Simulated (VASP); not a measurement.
GaP (zinc blende), at 1.04 of the tabulated volume:

```
GaP
1.0
    0.00000     2.76086     2.76086
    2.76086     0.00000     2.76086
    2.76086     2.76086     0.00000
Ga P
1 1
Direct
  0.00000   0.00000   0.00000
  0.25000   0.25000   0.25000
```

The lowest empty band near the point 0.84 of the way from Γ to X, direction across the valley's axis, from mBJ (TB09) with spin-orbit coupling in VASP (PAW); its two spin partners are averaged. The gap over the points computed is 2.42 eV, and the next band on that side lies 0.57 eV away at the edge.

Numerical set-up: 400 eV cut-off, 9×9×9 Γ-centred mesh, Gaussian smearing of 0.050 eV, potentials Ga_d P.

| distance from the edge in k (1/Å) | distance in energy (meV) |
|---|---|
| 0.018 | 4.8 |
| 0.025 | 9.3 |
| 0.035 | 18.2 |
| 0.050 | 37.0 |
| 0.070 | 72.2 |

Question: Fit E(1 + αE) = ħ²k²/2m* (ħ²/2m0 = 3.810 eV Å²) and predict the row at 0.095 1/Å.

Answer: The rows don't resolve α, so a parabola serves: the electron mass is m* = 0.258 m0, and so 133.2 meV. The run gave 131.8 meV, -1.4 meV from the fit.

Left out are points under 3 meV from the edge, since the levels carry 0.1 meV, and points farther than half the way to the next band.

The compound is GaP in the zinc blende structure. The cell was not relaxed at this level.
